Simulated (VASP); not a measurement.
VASP ran on this input.

**POSCAR**
```
Ni3Fe
1
    3.6210000000     0.0000000000     0.0000000000
    0.0000000000     3.6210000000     0.0000000000
    0.0000000000     0.0000000000     3.6210000000
Fe Ni
1 3
Direct
  0.0000000000   0.0000000000   0.0000000000
  0.0000000000   0.5000000000   0.5000000000
  0.5000000000   0.0000000000   0.5000000000
  0.5000000000   0.5000000000   0.0000000000
```

KPOINTS:
```
Automatic mesh
0
Gamma
7 7 7
0 0 0
```

INCAR:
```
SYSTEM = Ni3Fe
PREC = Accurate
ENCUT = 400
EDIFF = 1E-6
NELM = 100
ALGO = Normal
LREAL = .FALSE.
LASPH = .TRUE.
ISMEAR = 0
SIGMA = 0.8
GGA = PE
LMAXMIX = 4
ISPIN = 2
MAGMOM = 3.0 0.7 0.7 0.7
LORBIT = 10
LWAVE = .FALSE.
LCHARG = .FALSE.
ISIF = 2
```

POTCAR, in this order: Fe Ni (PBE.64 set). Program: vasp_std.

What VASP printed:

### standard output
```
 POSCAR found type information on POSCAR FeNi
 POSCAR found :  2 types and       4 ions
 Reading from existing POTCAR
 Reading from existing POTCAR
 LDA part: xc-table for (Slater+PW92), standard interpolation
 POSCAR, INCAR and KPOINTS ok, starting setup
 WAVECAR not read
 entering main loop
       N       E                     dE             d eps       ncg     rms          rms(c)
DAV:   1     0.216616903001E+03    0.21662E+03   -0.14647E+04  2128   0.167E+03
DAV:   2    -0.175508145271E+02   -0.23417E+03   -0.22501E+03  2096   0.330E+02
DAV:   3    -0.296697806518E+02   -0.12119E+02   -0.11471E+02  2152   0.103E+02
DAV:   4    -0.298546654326E+02   -0.18488E+00   -0.18348E+00  2278   0.130E+01
DAV:   5    -0.298595490571E+02   -0.48836E-02   -0.48828E-02  2776   0.176E+00    0.193E+01
DAV:   6    -0.271872550959E+02    0.26723E+01   -0.41169E+01  2198   0.965E+01    0.175E+01
DAV:   7    -0.297097482095E+02   -0.25225E+01   -0.16889E+01  2470   0.101E+02    0.263E+01
DAV:   8    -0.255142580818E+02    0.41955E+01   -0.16450E+01  2520   0.503E+01    0.409E+00
DAV:   9    -0.255614892795E+02   -0.47231E-01   -0.52437E-01  2404   0.889E+00    0.292E+00
DAV:  10    -0.255688288226E+02   -0.73395E-02   -0.57501E-02  2440   0.533E+00    0.155E+00
DAV:  11    -0.255671946797E+02    0.16341E-02   -0.40628E-02  2914   0.338E+00    0.747E-01
DAV:  12    -0.255669687749E+02    0.22590E-03   -0.76225E-03  2650   0.105E+00    0.369E-01
DAV:  13    -0.255668145149E+02    0.15426E-03   -0.52647E-04  2228   0.490E-01    0.135E-01
DAV:  14    -0.255667969589E+02    0.17556E-04   -0.23377E-04  2644   0.246E-01    0.443E-02
DAV:  15    -0.255668067393E+02   -0.97804E-05   -0.38608E-05  2512   0.158E-01    0.110E-02
DAV:  16    -0.255668060128E+02    0.72645E-06   -0.72540E-06  2420   0.320E-02
   1 F= -.25566806E+02 E0= -.24749074E+02  d E =-.163546E+01  mag=     4.0855
```

OUTCAR:
```
------------------------ aborting loop because EDIFF is reached ----------------------------------------
  FORCE on cell =-STRESS in cart. coord.  units (eV):
  Direction    XX          YY          ZZ          XY          YZ          ZX
  --------------------------------------------------------------------------------------
  Total       -2.8475042     -2.8475042     -2.8475042      0.0000000     -0.0000000      0.0000000
  in kB      -96.0924770    -96.0924770    -96.0924770      0.0000000     -0.0000000      0.0000000
  external PRESSURE =     -96.0924770 kB  Pullay stress =       0.0000000 kB
  volume of cell :       47.48
      direct lattice vectors                 reciprocal lattice vectors
     3.621000000  0.000000000  0.000000000     0.276166805  0.000000000  0.000000000
     0.000000000  3.621000000  0.000000000     0.000000000  0.276166805  0.000000000
     0.000000000  0.000000000  3.621000000     0.000000000  0.000000000  0.276166805
 POSITION                                       TOTAL-FORCE (eV/Angst)
 -----------------------------------------------------------------------------------
      0.00000      0.00000      0.00000         0.000000      0.000000      0.000000
      0.00000      1.81050      1.81050         0.000000      0.000000      0.000000
      1.81050      0.00000      1.81050         0.000000      0.000000      0.000000
      1.81050      1.81050      0.00000         0.000000      0.000000      0.000000
 -----------------------------------------------------------------------------------
    total drift:                                0.000000     -0.000000     -0.000000
  FREE ENERGIE OF THE ION-ELECTRON SYSTEM (eV)
  ---------------------------------------------------
  free  energy   TOTEN  =       -25.5668060128 eV

  energy  without entropy=      -23.9313418225  energy(sigma->0) =      -24.74907392

 total charge

# of ion       s       p       d       tot
------------------------------------------
    1        0.444   0.446   6.111   7.001
    2        0.480   0.456   8.283   9.219
    3        0.480   0.456   8.283   9.219
    4        0.480   0.456   8.283   9.219
--------------------------------------------------
tot          1.884   1.814  30.961  34.658

 magnetization (x)

# of ion       s       p       d       tot
------------------------------------------
    1        0.014   0.007   2.697   2.719
    2       -0.014  -0.031   0.509   0.464
    3       -0.014  -0.031   0.509   0.464
    4       -0.014  -0.031   0.509   0.464
--------------------------------------------------
tot         -0.026  -0.087   4.225   4.112
```
(Selected blocks of OUTCAR.)

Q: Read input and log: which fault does this run have?
A) the lattice vectors carry noise near SYMPREC
B) ENCUT is too low for a cell relaxation, so Pulay stress biases the volume
C) a line-mode KPOINTS file was used for a self-consistent run
D) SIGMA is far too large

A: D, SIGMA is far too large. The run ends without an error. Against the sound run, the energy per atom (σ→0) rises by 0.038 eV/atom; the pressure rises by 1.17 GPa; the cell moment drops by 0.96 μB.

To mend it, set ISMEAR = 1, set SIGMA = 0.1.

The mended run (PBE GGA, plane waves, VASP's PBE PAW potentials (set 64)) converges, and its OSZICAR ends with
```
   1 F= -.24899380E+02 E0= -.24899327E+02  d E =-.158338E-03  mag=     5.0408
```

The compound is Ni3Fe in the L1_2 structure. The cell was not relaxed at this level.
